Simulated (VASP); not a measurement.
Output of a VASP run:

**OSZICAR**
```
...
RMM:   2    -0.316402359492E+03   -0.13809E-03   -0.14928E-03  1606   0.749E-02    0.289E-02
RMM:   3    -0.316402368627E+03   -0.91341E-05   -0.19056E-04  1519   0.282E-02    0.165E-02
RMM:   4    -0.316402367405E+03    0.12214E-05   -0.28481E-05  1049   0.107E-02
   8 F= -.31640237E+03 E0= -.31640237E+03  d E =-.201638E-01  mag=     1.0000
       N       E                     dE             d eps       ncg     rms          rms(c)
DAV:   1    -0.316401164408E+03    0.12042E-02   -0.27401E+00  1616   0.310E+00    0.278E-01
RMM:   2    -0.316405886299E+03   -0.47219E-02   -0.51961E-02  1555   0.463E-01    0.181E-01
RMM:   3    -0.316406191651E+03   -0.30535E-03   -0.67269E-03  1623   0.174E-01    0.939E-02
RMM:   4    -0.316406157722E+03    0.33930E-04   -0.91298E-04  1733   0.636E-02    0.628E-02
RMM:   5    -0.316406125061E+03    0.32660E-04   -0.22434E-04  1567   0.318E-02    0.227E-02
RMM:   6    -0.316406130031E+03   -0.49702E-05   -0.65210E-05  1420   0.153E-02
   9 F= -.31640613E+03 E0= -.31640613E+03  d E =-.376263E-02  mag=     1.0000
       N       E                     dE             d eps       ncg     rms          rms(c)
DAV:   1    -0.316405769906E+03    0.35515E-03   -0.31758E-01  1648   0.105E+00    0.962E-02
RMM:   2    -0.316406339785E+03   -0.56988E-03   -0.62458E-03  1559   0.160E-01    0.633E-02
RMM:   3    -0.316406377084E+03   -0.37299E-04   -0.80776E-04  1613   0.599E-02    0.340E-02
RMM:   4    -0.316406372997E+03    0.40866E-05   -0.11262E-04  1558   0.220E-02    0.219E-02
RMM:   5    -0.316406369031E+03    0.39659E-05   -0.26587E-05  1002   0.114E-02
  10 F= -.31640637E+03 E0= -.31640637E+03  d E =-.400163E-02  mag=     1.0000
       N       E                     dE             d eps       ncg     rms          rms(c)
DAV:   1    -0.316406276203E+03    0.96794E-04   -0.91554E-01  1620   0.181E+00    0.148E-01
RMM:   2    -0.316407676228E+03   -0.14000E-02   -0.15323E-02  1553   0.256E-01    0.913E-02
RMM:   3    -0.316407766294E+03   -0.90066E-04   -0.19629E-03  1606   0.952E-02    0.482E-02
RMM:   4    -0.316407759180E+03    0.71143E-05   -0.25481E-04  1667   0.341E-02    0.323E-02
RMM:   5    -0.316407750395E+03    0.87849E-05   -0.57071E-05  1301   0.165E-02
  11 F= -.31640775E+03 E0= -.31640775E+03  d E =-.138136E-02  mag=     1.0000
       N       E                     dE             d eps       ncg     rms          rms(c)
DAV:   1    -0.316407008020E+03    0.75116E-03   -0.61493E-01  1632   0.148E+00    0.124E-01
RMM:   2    -0.316407953452E+03   -0.94543E-03   -0.10359E-02  1554   0.210E-01    0.786E-02
RMM:   3    -0.316408016948E+03   -0.63496E-04   -0.13378E-03  1600   0.786E-02    0.401E-02
RMM:   4    -0.316408013953E+03    0.29947E-05   -0.18390E-04  1682   0.287E-02    0.284E-02
RMM:   5    -0.316408007445E+03    0.65082E-05   -0.39160E-05  1153   0.133E-02
  12 F= -.31640801E+03 E0= -.31640801E+03  d E =-.163841E-02  mag=     1.0000
       N       E                     dE             d eps       ncg     rms          rms(c)
DAV:   1    -0.316407199107E+03    0.81485E-03   -0.11858E+00  1624   0.204E+00    0.153E-01
RMM:   2    -0.316408907684E+03   -0.17086E-02   -0.18563E-02  1563   0.277E-01    0.830E-02
RMM:   3    -0.316409023516E+03   -0.11583E-03   -0.24348E-03  1637   0.105E-01    0.471E-02
RMM:   4    -0.316409021977E+03    0.15386E-05   -0.33246E-04  1725   0.376E-02    0.305E-02
RMM:   5    -0.316409012872E+03    0.91052E-05   -0.61436E-05  1281   0.170E-02
  13 F= -.31640901E+03 E0= -.31640901E+03  d E =-.100543E-02  mag=     1.0000
```

### OUTCAR
```
------------------------ aborting loop because EDIFF is reached ----------------------------------------
  FORCE on cell =-STRESS in cart. coord.  units (eV):
  Direction    XX          YY          ZZ          XY          YZ          ZX
  --------------------------------------------------------------------------------------
  Total        0.2328640      0.7186979     -3.2219173     -0.0109201     -0.0040817      0.0207699
  in kB        0.4182519      1.2908686     -5.7869539     -0.0196138     -0.0073312      0.0373053
  external PRESSURE =      -1.3592778 kB  Pullay stress =       0.0000000 kB
  volume of cell :      892.02
      direct lattice vectors                 reciprocal lattice vectors
     4.932320690 -8.543031394  0.000000000     0.101372160 -0.058527234  0.000000000
     4.932320690  8.543031394  0.000000000     0.101372160  0.058527234  0.000000000
     0.000000000  0.000000000 10.584775396     0.000000000  0.000000000  0.094475316
  FREE ENERGIE OF THE ION-ELECTRON SYSTEM (eV)
  ---------------------------------------------------
  free  energy   TOTEN  =      -316.4090128719 eV

  energy  without entropy=     -316.4090128719  energy(sigma->0) =     -316.40901287

 total charge

# of ion       s       p       d       tot
------------------------------------------
    1        0.453   0.461   9.893  10.807
    2        0.455   0.466   9.896  10.817
    3        0.454   0.462   9.895  10.810
    4        0.459   0.477   9.898  10.833
    5        0.455   0.465   9.895  10.815
    6        0.455   0.466   9.896  10.817
    7        0.456   0.470   9.896  10.822
    8        0.458   0.477   9.898  10.833
    9        0.453   0.460   9.893  10.807
   10        0.454   0.461   9.894  10.808
   11        0.453   0.462   9.895  10.810
   12        0.454   0.463   9.895  10.811
   13        0.452   0.459   9.893  10.805
   14        0.455   0.466   9.896  10.816
   15        0.454   0.463   9.895  10.812
   16        0.458   0.477   9.898  10.833
   17        0.455   0.465   9.895  10.815
   18        0.447   0.449   9.892  10.788
   19        0.456   0.470   9.896  10.822
   20        0.455   0.465   9.895  10.815
   21        0.455   0.466   9.896  10.816
   22        0.456   0.470   9.896  10.822
   23        0.458   0.477   9.898  10.833
   24        0.452   0.459   9.893  10.805
   25        0.453   0.460   9.894  10.807
   26        0.454   0.463   9.895  10.811
   27        0.451   0.459   9.893  10.804
   28        0.452   0.459   9.893  10.805
   29        0.455   0.466   9.896  10.817
   30        0.454   0.463   9.895  10.811
   31        0.458   0.476   9.898  10.833
   32        0.453   0.461   9.893  10.807
   33        0.455   0.466   9.896  10.816
   34        0.454   0.462   9.895  10.810
   35        0.459   0.477   9.898  10.834
   36        1.576   3.461   0.000   5.037
   37        1.577   3.464   0.000   5.040
   38        1.577   3.462   0.000   5.039
   39        1.576   3.461   0.000   5.037
   40        1.574   3.486   0.000   5.060
   41        1.577   3.464   0.000   5.040
   42        1.577   3.464   0.000   5.041
   43        1.576   3.461   0.000   5.037
   44        1.576   3.461   0.000   5.037
   45        1.577   3.462   0.000   5.039
   46        1.577   3.462   0.000   5.039
   47        1.577   3.463   0.000   5.040
   48        1.577   3.468   0.000   5.046
...
```
(Selected blocks of OUTCAR.)

**POSCAR**
```
NaZn35O36
1
    4.9323206900    -8.5430313936     0.0000000000
    4.9323206900     8.5430313936     0.0000000000
    0.0000000000     0.0000000000    10.5847753959
Zn O Na
35 36 1
Direct
  0.2222220000   0.1111110000   0.2500000000
  0.1111110000   0.2222220000   0.0000000000
  0.2222220000   0.1111110000   0.7500000000
  0.1111110000   0.2222220000   0.5000000000
  0.2222220000   0.4444440000   0.2500000000
  0.1111110000   0.5555560000   0.0000000000
  0.2222220000   0.4444440000   0.7500000000
  0.1111110000   0.5555560000   0.5000000000
  0.2222220000   0.7777780000   0.2500000000
  0.1111110000   0.8888890000   0.0000000000
  0.2222220000   0.7777780000   0.7500000000
  0.1111110000   0.8888890000   0.5000000000
  0.5555560000   0.1111110000   0.2500000000
  0.4444440000   0.2222220000   0.0000000000
  0.5555560000   0.1111110000   0.7500000000
  0.4444440000   0.2222220000   0.5000000000
  0.5555560000   0.4444440000   0.2500000000
  0.4444440000   0.5555560000   0.0000000000
  0.5555560000   0.4444440000   0.7500000000
  0.5555560000   0.7777780000   0.2500000000
  0.4444440000   0.8888890000   0.0000000000
  0.5555560000   0.7777780000   0.7500000000
  0.4444440000   0.8888890000   0.5000000000
  0.8888890000   0.1111110000   0.2500000000
  0.7777780000   0.2222220000   0.0000000000
  0.8888890000   0.1111110000   0.7500000000
  0.7777780000   0.2222220000   0.5000000000
  0.8888890000   0.4444440000   0.2500000000
  0.7777780000   0.5555560000   0.0000000000
  0.8888890000   0.4444440000   0.7500000000
  0.7777780000   0.5555560000   0.5000000000
  0.8888890000   0.7777780000   0.2500000000
  0.7777780000   0.8888890000   0.0000000000
  0.8888890000   0.7777780000   0.7500000000
  0.7777780000   0.8888890000   0.5000000000
  0.2222220000   0.1111110000   0.4410000000
  0.1111110000   0.2222220000   0.1910000000
  0.2222220000   0.1111110000   0.9410000000
  0.1111110000   0.2222220000   0.6910000000
  0.2230370000   0.4445880000   0.4365480000
  0.1111110000   0.5555560000   0.1910000000
  0.2222220000   0.4444440000   0.9410000000
  0.1111110000   0.5555560000   0.6910000000
  0.2222220000   0.7777780000   0.4410000000
  0.1111110000   0.8888890000   0.1910000000
  0.2222220000   0.7777780000   0.9410000000
  0.1111110000   0.8888890000   0.6910000000
  0.5555560000   0.1111110000   0.4410000000
  0.4444440000   0.2222220000   0.1910000000
  0.5555560000   0.1111110000   0.9410000000
  0.4444440000   0.2222220000   0.6910000000
  0.5520270000   0.4441260000   0.4382520000
  0.4444440000   0.5555560000   0.1910000000
  0.5555560000   0.4444440000   0.9410000000
  0.4470010000   0.5578400000   0.6929260000
  0.5553270000   0.7725700000   0.4416310000
  0.4444440000   0.8888890000   0.1910000000
  0.5555560000   0.7777780000   0.9410000000
  0.4444440000   0.8888890000   0.6910000000
  0.8888890000   0.1111110000   0.4410000000
  0.7777780000   0.2222220000   0.1910000000
  0.8888890000   0.1111110000   0.9410000000
  0.7777780000   0.2222220000   0.6910000000
  0.8888890000   0.4444440000   0.4410000000
  0.7777780000   0.5555560000   0.1910000000
  0.8888890000   0.4444440000   0.9410000000
  0.7777780000   0.5555560000   0.6910000000
  0.8888890000   0.7777780000   0.4410000000
  0.7777780000   0.8888890000   0.1910000000
  0.8888890000   0.7777780000   0.9410000000
  0.7777780000   0.8888890000   0.6910000000
  0.4398020000   0.5552580000   0.4992950000
```

Reconstruct the remaining input files.

This is not unique; one that fits is the input of the run itself, PBE GGA, plane waves, VASP's PBE PAW potentials (set 64).

### KPOINTS
```
Automatic mesh
0
Gamma
1 1 1
0 0 0
```

### INCAR
```
ALGO = Fast
EDIFF = 1E-5
EDIFFG = -0.03
ENCUT = 400
GGA = PE
IBRION = 2
ISIF = 2
ISMEAR = 0
ISPIN = 2
ISYM = 0
LASPH = .TRUE.
LCHARG = .FALSE.
LMAXMIX = 4
LORBIT = 10
LREAL = Auto
LWAVE = .FALSE.
MAGMOM = 72*0.0139
NELECT = 645.0
NELM = 100
NELMIN = 4
NSW = 60
NUPDOWN = 1
PREC = Normal
SIGMA = 0.05
SYSTEM = NaZn35O36
```

POTCAR, in this order: Zn O Na_pv (PBE.64 set). Program: vasp_gam.

At this cut-off the stress carries a Pulay error, which pulls relaxed volumes low. The cell is charged, with a uniform compensating background. The supercell is sampled at Γ alone, which is coarse: total energies, pressure and levels can be off, energies of defects by several tenths of an eV.

The cell is a supercell with a defect, built from ZnO (wurtzite): Na_Zn, charge -2.
